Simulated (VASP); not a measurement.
```
Ir
1.0
    0.00000     1.91091     1.91091
    1.91091     0.00000     1.91091
    1.91091     1.91091     0.00000
Ir
1
Direct
  0.00000   0.00000   0.00000
```

The numbers are results of MS2 meta-GGA, VASP's PBE PAW potentials (set 64) (plane waves; VASP 6.6.1), not measurements. Numerical set-up: 520 eV cut-off, 18×18×18 Γ-centred mesh, tetrahedra with Blöchl corrections, potentials Ir.

Task: Give the energies of bands 1 to 6 at the high-symmetry points, in eV from the Fermi level.

Result: 
```csv
band,Γ,X,U,L,W
1,-11.48,-8.20,-7.19,-8.37,-6.51
2,-3.99,-7.58,-6.20,-4.12,-5.04
3,-3.99,0.89,-3.01,-4.12,-5.04
4,-3.99,1.56,-0.94,-0.95,-1.89
5,-1.25,1.58,0.68,0.95,1.58
6,-1.25,1.58,6.40,0.95,8.35
```

It has no gap at this level: it comes out as a metal or semimetal.

The compound is Ir in the fcc structure. It was relaxed first.
